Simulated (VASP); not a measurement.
Here is the system:

```yaml
crystal:
  lattice:
    - [6.49764, 0.00000, 0.00000]
    - [-3.24882, 5.62712, 0.00000]
    - [0.00000, 0.00000, 2.86003]
  atoms:
    - { symbol: Mo, position: [0.23838, 0.00000, 0.00000] }
    - { symbol: Mo, position: [0.00000, 0.23838, 0.00000] }
    - { symbol: Mo, position: [0.76162, 0.76162, 0.00000] }
    - { symbol: Mo, position: [0.57808, 0.00000, 0.50000] }
    - { symbol: Mo, position: [0.00000, 0.57808, 0.50000] }
    - { symbol: Mo, position: [0.42192, 0.42192, 0.50000] }
    - { symbol: N, position: [0.00000, 0.00000, 0.50000] }
    - { symbol: N, position: [0.33333, 0.66667, 0.00000] }
    - { symbol: N, position: [0.66667, 0.33333, 0.00000] }
```

Calculation: PBEsol GGA, VASP's PBE PAW potentials (set 64) (plane waves; VASP). Settings: 520 eV cut-off, Gaussian smearing of 0.050 eV, potentials Mo_sv N.

Q: Give the energies of bands 45 to 58 at the high-symmetry points, in eV from the Fermi level.

A: 
| band | Γ | M | K | A | L | H |
|---|---|---|---|---|---|---|
| 45 | -1.33 | -1.51 | -1.58 | -1.70 | -1.78 | -2.14 |
| 46 | -1.04 | -1.36 | -1.53 | -1.39 | -1.72 | -1.51 |
| 47 | -0.81 | -1.08 | -1.53 | -1.39 | -1.32 | -1.51 |
| 48 | -0.81 | -0.88 | -0.57 | 0.11 | 0.24 | 0.76 |
| 49 | -0.32 | -0.49 | -0.41 | 0.24 | 0.38 | 0.76 |
| 50 | -0.32 | -0.45 | -0.24 | 0.24 | 0.99 | 0.88 |
| 51 | -0.28 | -0.13 | -0.24 | 0.59 | 1.24 | 0.88 |
| 52 | -0.28 | 0.04 | -0.12 | 0.88 | 1.30 | 1.04 |
| 53 | 0.09 | 0.22 | 0.28 | 0.88 | 1.50 | 1.24 |
| 54 | 0.64 | 0.27 | 0.72 | 1.98 | 2.04 | 1.77 |
| 55 | 0.83 | 0.53 | 0.72 | 1.98 | 2.22 | 2.70 |
| 56 | 0.83 | 1.42 | 0.90 | 2.50 | 2.56 | 2.71 |
| 57 | 1.34 | 1.50 | 0.90 | 2.72 | 2.71 | 2.73 |
| 58 | 1.61 | 1.83 | 2.04 | 2.79 | 2.83 | 2.77 |

It has no gap at this level: it comes out as a metal or semimetal.

The structure was generated: Mo2N was put into the Fe2P type (P-62m), which need not be its known phase. It was relaxed first. The electron count is odd and the run is not spin-polarised, which forces a metal.
